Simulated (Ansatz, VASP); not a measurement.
# GaCuSe2: VASP beside Ansatz

Aim: how closely do two programs agree when they are given the same cell, functional and k mesh? The cell is taken from a series of runs on this material, whose earlier steps may have relaxed, scaled, displaced or heated it; both programs get it as it stands.

Main program and level: Ansatz 0.2.0; plane waves, with VASP 6.6.1 beside it; PBE, DFT+U.

In doubt: one-shot GW on d or f shells is unsure, so the values of those runs are not to be relied on.

## Step 1: Set-up

It takes space group I-42d (No. 122, tetragonal). The conventional cell has a = 5.619 Å, b = 5.619 Å, c = 11.026 Å, α = 90.00°, β = 90.00°, γ = 90.00°. Nearest to Ga lie 4 Se at 2.42 Å. Nearest to Cu lie 4 Se at 2.42 Å. Nearest to Se lie 2 Ga at 2.42 Å and 2 Cu at 2.42 Å. Farther neighbours and most contacts between anions are not listed.

## Step 2: Ansatz: G0W0 gap, PBE, DFT+U

Ansatz runs on its PAW soft_1 files.

Quasiparticle shifts depend on high empty states and on the cores, so they are the hardest test of two PAW sets.

input.yaml

```yaml
crystal:
  lattice:
    - [-2.80955, 2.80955, 5.513]
    - [2.80955, -2.80955, 5.513]
    - [2.80955, 2.80955, -5.513]
  atoms:
    - { symbol: Ga, position: [0.5, 0.5, 0.0] }
    - { symbol: Ga, position: [0.25, 0.75, 0.5] }
    - { symbol: Cu, position: [0.0, 0.0, 0.0] }
    - { symbol: Cu, position: [0.75, 0.25, 0.5] }
    - { symbol: Se, position: [0.375, 0.37562, 0.50062] }
    - { symbol: Se, position: [0.62438, 0.125, 0.99938] }
    - { symbol: Se, position: [0.875, 0.87438, 0.49938] }
    - { symbol: Se, position: [0.12562, 0.625, 0.00062] }
kpoints:
  mp_grid: { grid: [4, 4, 4] }
hamiltonian:
  xc: pbe
  hubbard:
    projectors: ortho-atomic
    sites: [{ species: Ga, l: d, u_eff: 8.0 }]
  pseudopotentials: { kind: paw, azcp: { folder: soft_1 } }
scf:
  occupations: { method: fixed }
gw:
  n_empty_bands: 726
  ecut_chi: 150.0
  qp_bands: [v2, c2]
  qp_kpoints: band_edges
  screening: { model: contour_deformation }
```

The run is started by

```
> ansatz run input.yaml --threads 2 --pin off --max-ram 73728MiB --backend cuda --events-out ev --progress --plain --runs-dir out --devices 1 --max-vram 13GiB
```

Numbers of over 12 decimals in the logs are rounded to 6 here.

The program printed:

```text
GPUs: using 1 of 1 available (devices: 1).
Engine: ansatz 0.2.0, x86_64-unknown-linux-gnu
Pseudopotentials: kind: paw
Pseudopotential: Ga, paw, valence charge 13, recommended cutoff 420 eV (normal), soft_1/Ga.paw.azcp
Pseudopotential: Cu, paw, valence charge 19, recommended cutoff 420 eV (normal), soft_1/Cu.paw.azcp
Pseudopotential: Se, paw, valence charge 16, recommended cutoff 420 eV (normal), soft_1/Se.paw.azcp
Functional definition: PBE
  parameter kappa = 0.804
  parameter beta = 0.066725
  exchange = pbe_x(kappa = kappa, mu = beta*pi^2/3)
  correlation = pbe_c(beta = beta)
device memory: the entry about to start is reckoned to put 3.1 GiB on a device that reports 32.0 GiB free (of which the cap on the GPU budget leaves the run 13.0 GiB)
GPU FFT provider: cuFFT
GPU libraries: cuBLAS 13.8.2, cuFFT 12.4.0, cuSOLVER 12.3.4
Crystal: 8 atoms, lattice volume = 174.069 Å³
Basis set: ecut = 420 eV, 3451 PW (Γ)
Bands: 77, of which v1, the nominal top of the filled ones, is band 64 counted from 1 (63 counted from 0)
Symmetry: 8 space group operations
Space group: I-42d (ITA 122), of the structure as read, at distance tolerance 5.6e-5 Å
k-points: 13 of 64 (time reversal used)
Non-local potential: Ga, projectors of the file, l = 0: 2, l = 1: 2, l = 2: 3, l = 3: 1
Non-local potential: Cu, projectors of the file, l = 0: 3, l = 1: 2, l = 2: 3, l = 3: 1
Non-local potential: Se, projectors of the file, l = 0: 2, l = 1: 2, l = 2: 3, l = 3: 1
PAW form: soft (Blöchl's): semilocal exchange-correlation on the pseudo side does not see the compensation charge
PAW one-centre angular grid: Ga, 590 points (default); XC on 64 Gauss nodes
PAW one-centre angular grid: Cu, 590 points (default); XC on 64 Gauss nodes
PAW one-centre angular grid: Se, 590 points (default); XC on 64 Gauss nodes
Initial density: superposition of atomic densities (chi_scale 0.1, normalization cell, long waves of neutral atoms under a Hubbard term (reshape's long-wave potential 0.00 eV rms, cloud 2.52 Å wide))
Initial wavefunctions: pseudopotential atomic-orbital guess
GPU buffer pool allocated for 110592 grid points (all kernels)
GPU transforms: local potential and band sums: pruned to the plane-wave sphere, on 45×45×45
Functional: x = pbe(κ = 0.804, μ = 0.219515), c = pbe(β = 0.066725)
SCF iter   1: F=—  HF=-42697.590434 eV  |F-HF|=—  |Δ(HF+E_count)|=         —  Δρ=5.71e-2  dr2=4.13e0  ethr=3.10e-3  ⟨swp⟩=4.5  Hψ=2816  notcnv=0  defer=131
preconditioner: auto → Resta (q_TF=auto, 2.592 Å⁻¹)  ε∞=3.9  [insulator: Δε(μ)=0.563 eV  Ē_g=14.033 eV  n_scr=60 (ndim 8)  ℏωp=23.9 eV  f_vac=0.054  ε∞_Penn≈3.9]
SCF iter   2: F=—  HF=-42696.866163 eV  |F-HF|=—  |Δ(HF+E_count)|=   7.24e-1  Δρ=4.70e-2  dr2=2.07e0  ethr=3.10e-3  ⟨swp⟩=2.5  Hψ=1711  notcnv=0  defer=100
SCF iter   3: F=—  HF=-42696.670927 eV  |F-HF|=—  |Δ(HF+E_count)|=   1.95e-1  Δρ=2.59e-2  dr2=8.88e-1  ethr=1.62e-3  ⟨swp⟩=2.0  Hψ=2024  notcnv=0  defer=134
SCF iter   4: F=—  HF=-42696.456582 eV  |F-HF|=—  |Δ(HF+E_count)|=   2.14e-1  Δρ=6.87e-3  dr2=6.30e-2  ethr=6.94e-4  ⟨swp⟩=2.0  Hψ=1320  notcnv=0  defer=136
SCF iter   5: F=—  HF=-42696.456729 eV  |F-HF|=—  |Δ(HF+E_count)|=   1.46e-4  Δρ=3.13e-3  dr2=1.24e-2  ethr=4.92e-5  ⟨swp⟩=2.2  Hψ=1407  notcnv=0  defer=141
SCF iter   6: F=—  HF=-42696.455787 eV  |F-HF|=—  |Δ(HF+E_count)|=   9.42e-4  Δρ=8.27e-4  dr2=1.52e-3  ethr=9.69e-6  ⟨swp⟩=2.0  Hψ=1403  notcnv=0  defer=143
SCF iter   7: F=—  HF=-42696.456966 eV  |F-HF|=—  |Δ(HF+E_count)|=   1.18e-3  Δρ=4.43e-4  dr2=3.53e-4  ethr=1.19e-6  ⟨swp⟩=3.0  Hψ=1663  notcnv=0  defer=143
SCF iter   8: F=—  HF=-42696.457129 eV  |F-HF|=—  |Δ(HF+E_count)|=   1.62e-4  Δρ=1.71e-4  dr2=2.69e-5  ethr=2.76e-7  ⟨swp⟩=2.0  Hψ=1655  notcnv=0  defer=143
SCF iter   9: F=—  HF=-42696.457156 eV  |F-HF|=—  |Δ(HF+E_count)|=   2.78e-5  Δρ=4.21e-5  dr2=2.04e-6  ethr=2.10e-8  ⟨swp⟩=2.0  Hψ=1293  notcnv=0  defer=92
SCF iter  10: F=—  HF=-42696.457162 eV  |F-HF|=—  |Δ(HF+E_count)|=   5.47e-6  Δρ=1.16e-5  dr2=1.44e-7  ethr=1.60e-9  ⟨swp⟩=2.0  Hψ=1294  notcnv=0  defer=92
SCF iter  11: F=-42696.457162 eV  HF=-42696.457162 eV  |F-HF|=5.46e-8  |Δ(HF+E_count)|=   2.11e-7  Δρ=4.68e-6  dr2=2.29e-8  ethr=7.81e-11  ⟨swp⟩=9.2  Hψ=4126  notcnv=0
SCF 1 converged in 11 iterations: F = -42696.457162 eV  dr2 = 2.29e-8
  greatest PAW one-centre occupation: 1.000 electrons in one spin orbital (limit 2), on the Se atom at site 7 (counted from 0), in its partial waves of l = 2
device memory: the entry about to start is reckoned to put 3.8 GiB (of the 3.9 GiB reckoned in all, the device holds 0.1 GiB already) on a device that reports 32.3 GiB free (of which the cap on the GPU budget leaves the run 12.9 GiB)
NSCF: frozen V_eff on 13 k-points
the band table was solved once the SCF had ended and its energy, with any forces and stress, was formed, with the checks that follow a solve (2562 applications of the Hamiltonian). They found nothing against the state; the energy, forces and stress were not computed again (output.eigenvalues in the input reference)
device memory: the entry about to start is reckoned to put 7.5 GiB on a device that reports 32.4 GiB free (of which the cap on the GPU budget leaves the run 13.0 GiB)
NSCF: frozen V_eff on 13 k-points
G₀W₀ screening: q 1/13
[... further progress lines ...]
device memory: the entry about to start is reckoned to put 1.3 GiB on a device that reports 44.4 GiB free (of which the cap on the GPU budget leaves the run 13.0 GiB)
NSCF: frozen V_eff on 1 k-points
device memory: the entry about to start is reckoned to put 1.3 GiB on a device that reports 44.4 GiB free (of which the cap on the GPU budget leaves the run 13.0 GiB)
NSCF: frozen V_eff on 1 k-points
SCF converged after 11 iterations
Free energy (F): -42696.457162 eV
Harris-Foulkes:  -42696.457162 eV  (|F-HF|=5.46e-8)
Internal energy: -42696.457162 eV  (E = F + TS)
E sigma→0 (E₀):  -42696.457162 eV
Fermi energy:    8.535545 eV
--- Per-component energies (eV) ---
  E_band       = -2732.957566
  E_kinetic    = 1189.848056
  E_local      = -25673.842370  (includes V_loc(G=0)·N_el)
  E_nonlocal   = 194.186132
  E_hartree    = 12678.845885
  E_xc         = -603.410126
  E_vxc        = -649.559473  (∫ρ·V_xc dr)
  E_hubbard    = 0.034088  (on-site DFT+U / exact-exchange correction)
  E_vhub       = -79.897708  (the Hubbard potential's part of the band-sum identity)
  E_paw        = -16146.013708  (= ΣΔE_a)
  E_vpaw       = -3071.363688  (= ΣTr[D̂ρ^β])
  E_aug_tail   = 0.000063  (compensation charges beyond the density's cutoff)
  E_ewald      = -14336.105182
  E_smearing   = -0.000000  (= −TS)
  E_closure    = 0.000000  (closes the sum)
  Σ components = -42696.457162   (vs F -42696.457162, Δ=0.00e0)
--- Band table (eV; the first three rows and the last of 13) ---
  k-point 0: bands = [... 60 lower, 7.0119, 8.4061, 8.4061, 8.5355, 8.7754, 10.4442, 10.8161, 12.5312, ... 9 higher]
  k-point 1: bands = [... 60 lower, 7.2467, 7.3056, 7.9137, 8.2526, 10.2396, 10.7685, 11.7452, 12.1292, ... 9 higher]
  k-point 2: bands = [... 60 lower, 7.7217, 7.7217, 8.0388, 8.0388, 9.7305, 9.7305, 11.8621, 11.8621, ... 9 higher]
  k-point 12: bands = [... 60 lower, 7.3113, 7.3113, 7.6304, 7.6304, 10.4185, 10.4185, 10.5001, 10.5001, ... 9 higher]
Occupation matrices written to <dir>
--- G₀W₀: contour deformation, 9 samples at zero and on the imaginary axis and 2 off it, 64 q-points, 726 empty bands' worth ---
  eigenvalues of the whole cell's RPA ε∞ on this k-mesh (on a slab, of 1 + 4πα/V) = 42.9867, 42.9867, 123.3133; static W/v taken at q = 0 is 0.016473
  gw.qp_kpoints: band_edges: 8 of 13 stored k-points solved, in 1 pass; an edge of the gap read off the rows below is read off those points alone
    valence top: of the k-points left out ik 8 came nearest to being solved in a further pass, in band 63 (counted from 1, as in the quasiparticle table): it holds the edge there only if its correction is more favourable than any solved in that band by at least 0.485 eV; those differ by 0.050 eV
    conduction bottom: of the k-points left out ik 7 came nearest to being solved in a further pass, in band 66 (counted from 1, as in the quasiparticle table): it holds the edge there only if its correction is more favourable than any solved in that band by at least 1.205 eV; those differ by 0.206 eV
    ik  band        ε_KS         Σx   Σc(E_QP)       V_xc       Z   E_QP_lin       E_QP  E_QP is
     0    63      8.4061   -31.2345     4.5035   -26.3937  0.6664     8.0488     8.0688  root
     0    64      8.5355   -31.6787     4.6057   -26.7381  0.6655     8.1812     8.2007  root
     0    65      8.7754   -11.1814    -3.5727   -14.8839  0.7273     8.9072     8.9052  root
     0    66     10.4442    -9.5731    -3.3589   -12.8684  0.7261    10.3810    10.3806  root
     1    63      7.9137   -33.9399     5.7606   -27.8569  0.6419     7.5734     7.5914  root
     1    64      8.2526   -31.5485     4.7657   -26.4359  0.6618     7.8839     7.9056  root
     1    65     10.2396   -12.5032    -3.5783   -16.2160  0.7115    10.3763    10.3741  root
     1    66     10.7685   -11.7213    -3.5799   -15.4024  0.7130    10.8707    10.8696  root
     2    63      8.0388   -32.9873     5.4106   -27.2254  0.6513     7.6647     7.6874  root
     2    64      8.0388   -32.9873     5.4106   -27.2254  0.6513     7.6647     7.6874  root
     2    65      9.7305   -11.6913    -3.5409   -15.3673  0.7201     9.8678     9.8656  root
     2    66      9.7305   -11.6913    -3.5409   -15.3673  0.7201     9.8678     9.8656  root
     3    63      7.9251   -32.3222     5.1618   -26.8304  0.6518     7.5760     7.5951  root
     3    64      8.2966   -31.9949     4.8981   -26.7590  0.6594     7.9387     7.9589  root
     3    65     10.1456   -13.1550    -3.3588   -16.6238  0.7121    10.2569    10.2556  root
     3    66     11.1020   -12.0784    -3.7419   -15.9583  0.7066    11.2424    11.2400  root
     6    63      8.0736   -32.7352     5.2064   -27.1887  0.6541     7.7128     7.7335  root
     6    64      8.1213   -32.5843     5.1827   -27.0617  0.6541     7.7607     7.7814  root
     6    65      9.8927   -11.2491    -3.6816   -15.0623  0.7197    10.0264    10.0243  root
     6    66     10.6699   -12.1028    -3.5658   -15.7842  0.7117    10.7870    10.7855  root
     9    63      7.4929   -35.7300     6.4155   -29.0130  0.6269     7.1762     7.1914  root
     9    64      8.1016   -32.2889     5.0893   -26.8595  0.6551     7.7409     7.7615  root
     9    65     10.4743   -12.8976    -3.5181   -16.5613  0.7092    10.6225    10.6199  root
     9    66     10.6876   -11.7591    -3.5762   -15.4346  0.7125    10.7880    10.7869  root
    11    63      7.6534   -34.6367     6.0095   -28.3187  0.6349     7.3288     7.3449  root
    11    64      7.6534   -34.6367     6.0095   -28.3187  0.6349     7.3288     7.3449  root
    11    65     10.4620   -12.2920    -3.6431   -16.0777  0.7116    10.6071    10.6046  root
    11    66     10.4620   -12.2920    -3.6431   -16.0777  0.7116    10.6071    10.6046  root
    12    63      7.6304   -35.1940     6.2375   -28.6309  0.6335     7.2862     7.3049  root
    12    64      7.6304   -35.1940     6.2375   -28.6309  0.6335     7.2862     7.3049  root
    12    65     10.4185   -13.6216    -3.1732   -16.9149  0.7098    10.5402    10.5386  root
    12    66     10.4185   -13.6216    -3.1732   -16.9149  0.7098    10.5402    10.5386  root
```

Reading the cycles: dr2 is the Hartree energy of the density residual (eV), the measure of convergence; HF is the Harris–Foulkes estimate of the energy, which meets the free energy F at convergence.

(Part 1 of 2 ends here.)

[Lines on the potential files, build, host, timing and source positions are cut from VASP's logs without a mark.]

[Logs are printed without paths, hosts, clocks, repeated set-up lines and the standing remarks that a program may print on its own settings, such as how far it seeks lower states.]

[Hosts, paths, dates, database ids (printed as entryN), source tags and the programs' standing remarks are cut or masked in the printed files.]
